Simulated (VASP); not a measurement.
All values below come from PW91 GGA, VASP's PBE PAW potentials (set 64) (plane waves; VASP 6.6.1).

VASP ran on this input.

**INCAR**
```
ALGO  =  Normal   ! blocked Davidson
LASPH  =  .TRUE.   ! aspherical one-centre terms
ISMEAR  =  -5
PREC  =  Accurate
NEDOS  =  601   ! DOS grid
GGA  =  91
LCHARG  =  .TRUE.
LMAXMIX  =  4   ! l cut-off of mixed one-centre charges
SYSTEM  =  Sn
EDIFF  =  1E-7
NELM  =  100
LREAL  =  .FALSE.   ! projection in real space or not
LWAVE  =  .FALSE.
LORBIT  =  11
ISIF  =  2   ! forces and stress, cell fixed
ENCUT  =  520   ! plane-wave cut-off (eV)
```

KPOINTS:
```
Automatic mesh
0
Gamma
14 14 14
0 0 0
```

File POSCAR:
```
Sn
1.0
 -2.9655488635   2.9655488635   1.6148548657
  2.9655488635  -2.9655488635   1.6148548657
  2.9655488635   2.9655488635  -1.6148548657
Sn
2
direct
  0.2500000000   0.7500000000   0.5000000000
  0.0000000000   0.0000000000   0.0000000000
```

POTCAR, in this order: Sn_d (PBE.64 set). Program: vasp_std.

**Question.** What will the output report for the number of irreducible k-points (NKPTS), largest plane-wave count, number of space-group operations, FFT grid (NGX, NGY, NGZ)?

**Answer.** 
```
Item                                          Result
--------------------------------------  ------------
number of irreducible k-points (NKPTS)           244
largest plane-wave count                        1549
number of space-group operations                  16
FFT grid (NGX, NGY, NGZ)                36 × 36 × 36
```

The compound is Sn in the beta structure. It was relaxed first, which changed the volume by +5 %.
